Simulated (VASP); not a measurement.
Computed with r2SCAN meta-GGA, VASP's PBE PAW potentials (set 64) (plane waves; VASP).

A VASP calculation is set up with these files.

File KPOINTS:
```
Automatic mesh
0
Gamma
11 11 6
0 0 0
```

INCAR:
```
ENCUT = 480
LASPH = T   # aspherical one-centre terms
EDIFFG = -0.01   # ionic stop
NELM = 100
PREC = Accurate
IBRION = 2
LCHARG = F
SYSTEM = Tl
SIGMA = 0.1   # width (eV)
ISIF = 3
LREAL = F   # projection in real space or not
NSW = 60   # most ionic steps
ISMEAR = 1
LMIXTAU = T
LWAVE = F
LMAXMIX = 4   # l cut-off of mixed one-centre charges
ALGO = Normal
METAGGA = R2SCAN
EDIFF = 1E-6
```

**POSCAR**
```
Tl
1
    3.5574483131    -0.0000000000     0.0000000000
   -1.7787241566     3.0808407235    -0.0000000000
   -0.0000000000    -0.0000000000     5.5222738223
Tl
2
Direct
  0.6666670000   0.3333330000   0.7500000000
  0.3333330000   0.6666670000   0.2500000000
```

POTCAR, in this order: Tl_d (PBE.64 set). Program: vasp_std.

The run wrote:

File OSZICAR:
```
       N       E                     dE             d eps       ncg     rms          rms(c)
DAV:   1     0.156646874319E+02    0.15665E+02   -0.14114E+04  2192   0.138E+03
DAV:   2    -0.111814324309E+03   -0.12748E+03   -0.12581E+03  2346   0.291E+02
DAV:   3    -0.113912878891E+03   -0.20986E+01   -0.20912E+01  2538   0.341E+01
DAV:   4    -0.113927682411E+03   -0.14804E-01   -0.14798E-01  2414   0.285E+00
DAV:   5    -0.113927912770E+03   -0.23036E-03   -0.23036E-03  2533   0.354E-01    0.249E+00
DAV:   6    -0.108349933598E+03    0.55780E+01   -0.23380E+00  2190   0.164E+01    0.334E+00
DAV:   7    -0.106717062245E+03    0.16329E+01   -0.20312E-01  2202   0.568E+00    0.284E+00
DAV:   8    -0.108693991374E+03   -0.19769E+01   -0.56226E-01  2187   0.739E+00    0.167E+00
DAV:   9    -0.106345945127E+03    0.23480E+01   -0.24584E-01  2182   0.472E+00    0.715E-01
DAV:  10    -0.106347895791E+03   -0.19507E-02   -0.10475E-03  2400   0.260E-01    0.703E-01
DAV:  11    -0.106334144953E+03    0.13751E-01   -0.46388E-03  2229   0.507E-01    0.676E-01
DAV:  12    -0.106348647696E+03   -0.14503E-01   -0.90828E-03  2228   0.761E-01    0.613E-01
DAV:  13    -0.106343263777E+03    0.53839E-02   -0.27447E-03  2295   0.469E-01    0.508E-01
DAV:  14    -0.106346618368E+03   -0.33546E-02   -0.33885E-02  2213   0.117E+00    0.200E-01
DAV:  15    -0.106353870149E+03   -0.72518E-02   -0.24836E-03  2191   0.296E-01    0.182E-01
DAV:  16    -0.106352499542E+03    0.13706E-02   -0.16137E-04  2275   0.101E-01    0.169E-01
DAV:  17    -0.106357968957E+03   -0.54694E-02   -0.41013E-03  2227   0.502E-01    0.113E-01
DAV:  18    -0.106358125625E+03   -0.15667E-03   -0.18541E-04  2389   0.135E-01    0.134E-01
DAV:  19    -0.106359033207E+03   -0.90758E-03   -0.59128E-04  2217   0.211E-01    0.114E-01
DAV:  20    -0.106359009352E+03    0.23854E-04   -0.26394E-05  2241   0.424E-02    0.981E-02
DAV:  21    -0.106359048905E+03   -0.39553E-04   -0.53454E-06  1839   0.201E-02    0.916E-02
DAV:  22    -0.106359149103E+03   -0.10020E-03   -0.11864E-04  2237   0.966E-02    0.383E-02
DAV:  23    -0.106359165868E+03   -0.16766E-04   -0.60379E-05  2233   0.712E-02    0.633E-03
DAV:  24    -0.106359172937E+03   -0.70688E-05   -0.85305E-06  1961   0.253E-02    0.393E-03
DAV:  25    -0.106359180784E+03   -0.78472E-05   -0.84317E-06  1730   0.223E-02    0.180E-03
DAV:  26    -0.106359180576E+03    0.20802E-06   -0.31225E-07  1147   0.497E-03
   1 F= -.10635918E+03 E0= -.10635838E+03  d E =-.106359E+03
       N       E                     dE             d eps       ncg     rms          rms(c)
DAV:   1    -0.106360308852E+03   -0.11281E-02   -0.46557E-02  2230   0.171E+00    0.139E-01
DAV:   2    -0.106359526575E+03    0.78228E-03   -0.59395E-04  2223   0.225E-01    0.851E-02
DAV:   3    -0.106359255736E+03    0.27084E-03   -0.60965E-04  2201   0.269E-01    0.636E-03
DAV:   4    -0.106359372892E+03   -0.11716E-03   -0.11899E-04  2248   0.109E-01    0.494E-03
DAV:   5    -0.106359373536E+03   -0.64326E-06   -0.11439E-05  2226   0.289E-02    0.394E-03
DAV:   6    -0.106359376639E+03   -0.31033E-05   -0.43191E-06  1707   0.161E-02    0.184E-03
DAV:   7    -0.106359375294E+03    0.13449E-05   -0.85557E-07  1208   0.714E-03    0.525E-04
DAV:   8    -0.106359376282E+03   -0.98838E-06   -0.55246E-08  1124   0.217E-03
   2 F= -.10635938E+03 E0= -.10635860E+03  d E =-.195706E-03
       N       E                     dE             d eps       ncg     rms          rms(c)
DAV:   1    -0.106368019954E+03   -0.86447E-02   -0.41855E-01  2246   0.514E+00    0.417E-01
DAV:   2    -0.106360955459E+03    0.70645E-02   -0.53714E-03  2214   0.664E-01    0.255E-01
DAV:   3    -0.106358590162E+03    0.23653E-02   -0.55342E-03  2219   0.799E-01    0.193E-02
DAV:   4    -0.106359557108E+03   -0.96695E-03   -0.11220E-03  2240   0.333E-01    0.147E-02
DAV:   5    -0.106359591447E+03   -0.34339E-04   -0.13075E-04  2223   0.971E-02    0.113E-02
DAV:   6    -0.106359606849E+03   -0.15401E-04   -0.48573E-05  2187   0.537E-02    0.547E-03
DAV:   7    -0.106359607534E+03   -0.68483E-06   -0.79067E-06  1985   0.229E-02
   3 F= -.10635961E+03 E0= -.10635901E+03  d E =-.426958E-03
       N       E                     dE             d eps       ncg     rms          rms(c)
DAV:   1    -0.106362646210E+03   -0.30394E-02   -0.63517E-02  2194   0.226E+00    0.321E-01
DAV:   2    -0.106359965126E+03    0.26811E-02   -0.58260E-03  2222   0.639E-01    0.105E-01
DAV:   3    -0.106359553294E+03    0.41183E-03   -0.14127E-03  2211   0.346E-01    0.781E-02
DAV:   4    -0.106358841964E+03    0.71133E-03   -0.16171E-03  2228   0.300E-01    0.136E-02
DAV:   5    -0.106359620303E+03   -0.77834E-03   -0.56447E-04  2208   0.179E-01    0.535E-03
DAV:   6    -0.106359631638E+03   -0.11335E-04   -0.17379E-05  2352   0.336E-02    0.432E-03
DAV:   7    -0.106359629084E+03    0.25538E-05   -0.11869E-06  1543   0.966E-03    0.180E-03
DAV:   8    -0.106359631370E+03   -0.22859E-05   -0.27892E-07  1128   0.465E-03    0.826E-04
DAV:   9    -0.106359628691E+03    0.26784E-05   -0.14231E-07  1115   0.452E-03    0.166E-04
DAV:  10    -0.106359629746E+03   -0.10542E-05   -0.13497E-08  1107   0.119E-03    0.792E-05
DAV:  11    -0.106359629299E+03    0.44672E-06   -0.62805E-09  1091   0.848E-04
   4 F= -.10635963E+03 E0= -.10635907E+03  d E =-.217652E-04
```

### OUTCAR
```
------------------------ aborting loop because EDIFF is reached ----------------------------------------
  FORCE on cell =-STRESS in cart. coord.  units (eV):
  Direction    XX          YY          ZZ          XY          YZ          ZX
  --------------------------------------------------------------------------------------
  Total        0.0130117      0.0130117      0.0004636     -0.0000000     -0.0000000      0.0000000
  in kB        0.3456260      0.3456260      0.0123152     -0.0000000     -0.0000000      0.0000000
  external PRESSURE =       0.2345224 kB  Pullay stress =       0.0000000 kB
  volume of cell :       60.32
      direct lattice vectors                 reciprocal lattice vectors
     3.538652962  0.000000000  0.000000000     0.282593408  0.163155374 -0.000000000
    -1.769326481  3.064563470 -0.000000000    -0.000000000  0.326310749 -0.000000000
     0.000000000  0.000000000  5.562005151    -0.000000000  0.000000000  0.179791275
 POSITION                                       TOTAL-FORCE (eV/Angst)
 -----------------------------------------------------------------------------------
      1.76933      1.02152      4.17150         0.000000      0.000000      0.000000
     -0.00000      2.04304      1.39050        -0.000000     -0.000000      0.000000
 -----------------------------------------------------------------------------------
    total drift:                                0.000146     -0.000085      0.000289
  FREE ENERGIE OF THE ION-ELECTRON SYSTEM (eV)
  ---------------------------------------------------
  free  energy   TOTEN  =      -106.3596292990 eV

  energy  without entropy=     -106.3579595840  energy(sigma->0) =     -106.35907273

 reached required accuracy - stopping structural energy minimisation
```
(Selected blocks of OUTCAR.)

**CONTCAR**
```
Tl
   1.00000000000000
     3.5386529615216897    0.0000000000003041    0.0000000000000000
    -1.7693264808103173    3.0645634697924793   -0.0000000000000000
     0.0000000000000000    0.0000000000000000    5.5620051507471482
  Tl
     2
Direct
     0.6666669999999968    0.3333330000000032    0.7500000000000000
     0.3333330000000032    0.6666669999999968    0.2500000000000000
```

OUTCAR:
```
 val. band max:        5.9198550223   @ k =   0.3636   0.0909   0.3333

 cond. band min:       5.9914822506   @ k =   0.2727   0.0909   0.3333


 Fermi energy:         5.9566876441

 k-point     1 :       0.0000    0.0000    0.0000
  band No.  band energies     occupation
      1      -6.2621      2.00000
      2      -6.0661      2.00000
      3      -6.0661      2.00000
      4      -6.0622      2.00000
      5      -6.0164      2.00000
      6      -6.0164      2.00000
      7      -5.9779      2.00000
      8      -5.9779      2.00000
      9      -5.6493      2.00000
     10      -5.6493      2.00000
     11      -4.0941      2.00000
     12       0.7663      2.00000
     13       3.3745      2.00000
     14      13.6465      0.00000
     15      13.6465      0.00000
     16      15.7338      0.00000
     17      15.7339      0.00000

 k-point     2 :       0.0909    0.0000    0.0000
  band No.  band energies     occupation
      1      -6.2419      2.00000
      2      -6.1056      2.00000
      3      -6.0356      2.00000
      4      -6.0201      2.00000
      5      -6.0105      2.00000
      6      -5.9947      2.00000
      7      -5.9924      2.00000
      8      -5.9878      2.00000
      9      -5.6773      2.00000
     10      -5.6429      2.00000
     11      -3.9415      2.00000
     12       0.8630      2.00000
     13       3.5677      2.00000
     14      12.0550      0.00000
     15      12.9989      0.00000
     16      14.6606      0.00000
     17      16.0572      0.00000

 k-point     3 :       0.1818    0.0000    0.0000
  band No.  band energies     occupation
      1      -6.2386      2.00000
      2      -6.1093      2.00000
      3      -6.0444      2.00000
      4      -6.0283      2.00000
      5      -6.0212      2.00000
      6      -5.9529      2.00000
      7      -5.9391      2.00000
      8      -5.9094      2.00000
      9      -5.7438      2.00000
     10      -5.6284      2.00000
     11      -3.4769      2.00000
...
```

Unless said otherwise, spin-orbit coupling is left out, though it shifts the bands of the heavy elements here.

The compound is Tl in the hcp structure. This run relaxes it. Symmetry was kept, so distortions that lower it aren't found. The start is the result of an earlier pass.
